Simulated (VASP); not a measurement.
# Hg4Se3S (Amm2) in VASP: a series of runs, part 2 of 2

VASP 6.6.1. The steps go on from the part before.

## Step 3: Relaxation of cell and atoms, PBE

This run uses another cell than the first one, of 29.83 Å³/atom, 1.093 times its volume.

File INCAR:

```
SYSTEM = Hg4Se3S
PREC     = Accurate       ! precision mode
ENCUT    = 600            ! plane-wave cutoff, eV
EDIFF    = 1E-7           ! SCF threshold, eV
ISMEAR   = 0              ! smearing method
SIGMA    = 0.03           ! smearing width, eV
LREAL    = .False.        ! projectors in reciprocal space
LASPH    = .True.         ! aspherical terms in the spheres
NELM     = 80             ! most SCF steps
ALGO     = Normal         ! electronic algorithm
ISIF     = 3              ! what is computed and relaxed
LWAVE    = .False.        ! write WAVECAR
LCHARG   = .False.        ! write CHGCAR
GGA      = PE             ! functional
IBRION   = 2              ! ionic algorithm
NSW      = 90             ! ionic steps
EDIFFG   = -0.005         ! ionic threshold
LUSENCCL = .False.
```

File KPOINTS:

```
Automatic mesh
0
Gamma
  6 6 6
  0 0 0
```

File POSCAR:

```
Hg4Se3S                                 
1.0
   -0.0010110999      6.2025414575      6.2039351481
    6.2025414575     -0.0010110999      6.2039351481
    6.2015303576      6.2015303576      0.0000000000
  Hg              S               Se            
     8     2     6
Direct
     0.0062442019994692    0.0062442019994692    0.9937557980005310
     0.0062442019994692    0.0062442019994692    0.4937557980005307
     0.0040301027894453    0.4898278207703940    0.0030710382200803
     0.0040301027894453    0.4898278207703940    0.5030710382200803
     0.4898278207703940    0.0040301027894453    0.0030710382200803
     0.4898278207703940    0.0040301027894453    0.5030710382200803
     0.4995066193738453    0.4995066193738453    0.0004933806261546
     0.4995066193738453    0.4995066193738453    0.5004933806261547
     0.1245288459522597    0.1245288459522597    0.1254711540477403
     0.1245288459522597    0.1245288459522597    0.6254711540477405
     0.1235339122976862    0.6264667671344086    0.1249996602839526
     0.1235339122976862    0.6264667671344086    0.6249996602839525
     0.6264667671344086    0.1235339122976862    0.1249996602839526
     0.6264667671344086    0.1235339122976862    0.6249996602839525
     0.6258617296824913    0.6258617296824913    0.1241382703175085
     0.6258617296824913    0.6258617296824913    0.6241382703175087
```

Potentials or basis: VASP PAW PBE potentials, release 64 (Hg, S, Se).

Command:

```console
> cat potpaw_PBE.64/Hg/POTCAR potpaw_PBE.64/S/POTCAR potpaw_PBE.64/Se/POTCAR > POTCAR
> mpirun -np 1 vasp_std > vasp.out
```

OUTCAR:

```text
SYSTEM = Hg4Se3S
   PREC = Accurate
   ENCUT = 600
   EDIFF = 1E-7
   ISMEAR = 0
   LREAL = .False.
   LASPH = .True.
   NELM = 80
   ISIF = 3
   GGA = PE
   IBRION = 2
   NSW = 90
   EDIFFG = -0.005

 ion  position               nearest neighbor table
   1  0.006  0.006  0.994-   9 2.64  10 2.64  11 2.72  13 2.72
   2  0.006  0.006  0.494-  10 2.64   9 2.64  12 2.72  14 2.72
   3  0.004  0.490  0.003-   9 2.62  12 2.71  11 2.71  15 2.71
[... 2342 lines left out ...]
  Total        0.0327355      0.0327355      0.0420018     -0.0281305      0.0000000      0.0000000
  in kB        0.1098734      0.1098734      0.1409751     -0.0944172      0.0000000      0.0000000
  external PRESSURE =       0.1202406 kB  Pullay stress =       0.0000000 kB

 VOLUME and BASIS-vectors are now :
 -----------------------------------------------------------------------------
  energy-cutoff  :      600.00
  volume of cell :      477.35
      direct lattice vectors                 reciprocal lattice vectors
    -0.001011100  6.202541457  6.203935148    -0.080598979  0.080598979  0.080594008
     6.202541457 -0.001011100  6.203935148     0.080598979 -0.080598979  0.080594008
     6.201530358  6.201530358  0.000000000     0.080625260  0.080625260 -0.080594008

 POSITION                                       TOTAL-FORCE (eV/Angst)
 -----------------------------------------------------------------------------------
      6.20153      6.20153      0.07748         0.000000      0.000000     -0.000783
      3.10077      3.10077      0.07748         0.000000      0.000000     -0.000783
      3.05722      0.04355      3.06386        -0.002743      0.002743      0.001737
      6.15798      3.14431      3.06386        -0.002743      0.002743      0.001737
      0.04355      3.05722      3.06386         0.002743     -0.002743      0.001737
      3.14431      6.15798      3.06386         0.002743     -0.002743      0.001737
[... 8 lines left out ...]
      4.65115      4.65115      7.76561         0.000000      0.000000     -0.001186
      7.75191      7.75191      7.76561         0.000000      0.000000     -0.001186
 -----------------------------------------------------------------------------------
    total drift:                                0.000001      0.000001     -0.000776

  FREE ENERGIE OF THE ION-ELECTRON SYSTEM (eV)
  ---------------------------------------------------
  free  energy   TOTEN  =       -33.5738680765 eV

  energy  without entropy=      -33.5736771340  energy(sigma->0) =      -33.57377261

 reached required accuracy - stopping structural energy minimisation
```

OSZICAR:

```text
N       E                     dE             d eps       ncg     rms          rms(c)
DAV:   1     0.115605817636E+04    0.11561E+04   -0.71020E+04  7912   0.167E+03
DAV:   2     0.536535673793E+02   -0.11024E+04   -0.10552E+04  8564   0.371E+02
DAV:   3    -0.344779459661E+02   -0.88132E+02   -0.86799E+02  9304   0.974E+01
DAV:   4    -0.362884823773E+02   -0.18105E+01   -0.17994E+01  8706   0.131E+01
DAV:   5    -0.363219110311E+02   -0.33429E-01   -0.33408E-01  8990   0.167E+00    0.199E+01
DAV:   6    -0.335606964495E+02    0.27612E+01   -0.65101E+00  9986   0.154E+01    0.156E+01
DAV:   7    -0.336123520403E+02   -0.51656E-01   -0.29301E+00  8448   0.499E+00    0.692E+00
DAV:   8    -0.335830337058E+02    0.29318E-01   -0.48292E-01  9706   0.375E+00    0.111E+00
DAV:   9    -0.335731971821E+02    0.98365E-02   -0.76707E-02  9568   0.168E+00    0.275E-01
DAV:  10    -0.335737762761E+02   -0.57909E-03   -0.67365E-03  8460   0.231E-01    0.158E-01
DAV:  11    -0.335737134192E+02    0.62857E-04   -0.63684E-04  9566   0.105E-01    0.876E-02
DAV:  12    -0.335738495070E+02   -0.13609E-03   -0.31886E-04  8602   0.571E-02    0.483E-02
DAV:  13    -0.335738678926E+02   -0.18386E-04   -0.34712E-05  8760   0.325E-02    0.291E-02
DAV:  14    -0.335738671907E+02    0.70182E-06   -0.13165E-05  9224   0.190E-02    0.962E-03
DAV:  15    -0.335738682506E+02   -0.10599E-05   -0.30315E-06  8328   0.487E-03    0.222E-03
DAV:  16    -0.335738681084E+02    0.14220E-06   -0.19990E-07  6118   0.161E-03    0.156E-03
DAV:  17    -0.335738680765E+02    0.31930E-07   -0.62870E-08  5048   0.993E-04
   1 F= -.33573868E+02 E0= -.33573773E+02  d E =-.335739E+02
```

CONTCAR:

```text
Hg4Se3S
    1.000000000000000
    -0.0010110999000000    6.2025414574999997    6.2039351481000002
     6.2025414574999997   -0.0010110999000000    6.2039351481000002
     6.2015303576000003    6.2015303576000003    0.0000000000000000
  Hg              S               Se
     8     2     6
Direct
     0.0062442019994720    0.0062442019994720    0.9937557980005280
     0.0062442019994720    0.0062442019994720    0.4937557980005280
     0.0040301027894429    0.4898278207703939    0.0030710382200780
     0.0040301027894429    0.4898278207703939    0.5030710382200780
     0.4898278207703939    0.0040301027894429    0.0030710382200780
     0.4898278207703939    0.0040301027894429    0.5030710382200780
[... 8 lines left out ...]
     0.6258617296824909    0.6258617296824909    0.1241382703175091
     0.6258617296824909    0.6258617296824909    0.6241382703175091

  0.00000000E+00  0.00000000E+00  0.00000000E+00
  0.00000000E+00  0.00000000E+00  0.00000000E+00
  0.00000000E+00  0.00000000E+00  0.00000000E+00
  0.00000000E+00  0.00000000E+00  0.00000000E+00
  0.00000000E+00  0.00000000E+00  0.00000000E+00
  0.00000000E+00  0.00000000E+00  0.00000000E+00
[... 8 lines left out ...]
  0.00000000E+00  0.00000000E+00  0.00000000E+00
  0.00000000E+00  0.00000000E+00  0.00000000E+00
```

Wall time 12 min (1 × NVIDIA H100 80GB with 1 thread of AMD EPYC 7R13 (Zen 3), shared host); peak memory 2.7 GiB.

What came out:

| Item | Value |
| --- | --- |
| Free energy | -33.5739 eV |
| Pressure after relaxing | 0.0 GPa |
| Largest force after relaxing | 0.004 eV/Å |
| Band gap on the k mesh | 0.02 eV |

Forces on the atoms (eV/Å):
```
Hg   0.000  0.000 -0.001
Hg   0.000  0.000 -0.001
Hg  -0.003  0.003  0.002
Hg  -0.003  0.003  0.002
Hg   0.003 -0.003  0.002
Hg   0.003 -0.003  0.002
Hg   0.000  0.000 -0.003
Hg   0.000  0.000 -0.003
S    0.000  0.000  0.000
S    0.000  0.000  0.000
Se  -0.002  0.002  0.001
Se  -0.002  0.002  0.001
Se   0.002 -0.002  0.001
Se   0.002 -0.002  0.001
Se   0.000  0.000 -0.001
Se   0.000  0.000 -0.001
```

Final structure:
```xyz
16
Lattice="-0.0010 6.2025 6.2039 6.2025 -0.0010 6.2039 6.2015 6.2015 0.0000" Properties=species:S:1:pos:R:3 pbc="T T T"
Hg    6.2015    6.2015    0.0775
Hg    3.1008    3.1008    0.0775
Hg    3.0572    0.0435    3.0639
Hg    6.1580    3.1443    3.0639
Hg    0.0435    3.0572    3.0639
Hg    3.1443    6.1580    3.0639
Hg    3.1008    3.1008    6.1978
Hg    6.2015    6.2015    6.1978
S     1.5504    1.5504    1.5451
S     4.6511    4.6511    1.5451
Se    4.6608    1.5408    4.6530
Se    7.7615    4.6415    4.6530
Se    1.5408    4.6608    4.6530
Se    4.6415    7.7615    4.6530
Se    4.6511    4.6511    7.7656
Se    7.7519    7.7519    7.7656
```

Caveat: the relaxation stopped at its first step, so nothing moved; spin-orbit coupling is left out, which moves the levels of the heavy elements.
